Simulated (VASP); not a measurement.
Consider the following.

```xyz
2
Lattice="0.0000 2.8726 2.8726 2.8726 0.0000 2.8726 2.8726 2.8726 0.0000" Properties=species:S:1:pos:R:3 pbc="T T T"
Ga     0.0000     0.0000     0.0000
As     1.4363     1.4363     1.4363
```

Calculation: PW91 GGA, VASP's PBE PAW potentials (set 64) (plane waves; VASP). Run with 520 eV cut-off, Gaussian smearing of 0.050 eV, potentials Ga_d As.

Task: What does the run give for the band gap (along the path) with the smallest direct gap where there is one?

Result: 
band gap (along the path): 0.15 eV
smallest direct gap (along the path): 0.15 eV

Total energies compare only between runs with the same potentials, cut-off and functional.

The compound is GaAs in the zinc blende structure. It was relaxed first, which changed the volume by +5 %.
